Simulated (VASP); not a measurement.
## WP (relaxed from the NiAs type structure, space group P6_3/mmc): computed properties

Method: r2SCAN meta-GGA, VASP's PBE PAW potentials (set 64) (plane waves; VASP 6.6.1).

```
Quantity                                                                               Result
----------------------------------  ---------------------------------------------------------
space group                                                                    P6_3/mmc (194)
cell                                a = b = 3.227 Å, c = 6.412 Å, α = β = 90.00°, γ = 120.00°
volume per atom                                                                 14.46 Å³/atom
band gap (over mesh and band path)                   none (metal, semimetal or under 0.01 eV)
density                                                                           12.34 g/cm³
```

Space group P6₃/mmc (No. 194); a = b = 3.2272 Å, c = 6.4121 Å, α = β = 90.00°, γ = 120.00°

| atom | site | symmetry | x | y | z |
|---|---|---|---|---|---|
| W | 2a | -3m. | 0.0000 | 0.0000 | 0.0000 |
| P | 2c | -6m2 | 0.3333 | 0.6667 | 0.2500 |

Unless said otherwise, spin-orbit coupling is left out, though it shifts the bands of the heavy elements here.

The structure was generated: WP was put into the NiAs type type (P6_3/mmc), which need not be its known phase. It was relaxed first, which changed the volume by -39 %. Symmetry was kept, so distortions that lower it aren't found.
